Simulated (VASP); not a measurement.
Consider the following.

```xyz
8
Lattice="-0.0078 5.7434 5.7571 5.7434 -0.0078 5.7571 2.8678 2.8678 0.0000" Properties=species:S:1:pos:R:3 pbc="T T T"
Zn     2.8678     2.8678     0.0077
Zn     5.7284     2.8749     2.8795
Zn     2.8749     5.7284     2.8795
Se     1.4339     1.4339     1.4416
Se     4.3718     1.3638     4.2518
Se     1.3638     4.3718     4.2518
Se     4.3017     4.3017     7.3369
Cd     2.8678     2.8678     5.7364
```

All values below come from PBEsol GGA, VASP's PBE PAW potentials (set 64) (plane waves; VASP). Settings: 400 eV cut-off, Gaussian smearing of 0.050 eV, potentials Zn Se Cd.

Problem. Estimate the band gap (along the path) with the smallest direct gap where there is one.

Solution. 
| Quantity | Value |
|---|---|
| band gap (along the path) | 0.87 eV |
| smallest direct gap (along the path) | 0.87 eV |

Total energies compare only between runs with the same potentials, cut-off and functional.

The structure was generated: CdZn3Se4 was put into an ordered model structure (Amm2), which need not be its known phase. It was relaxed first.
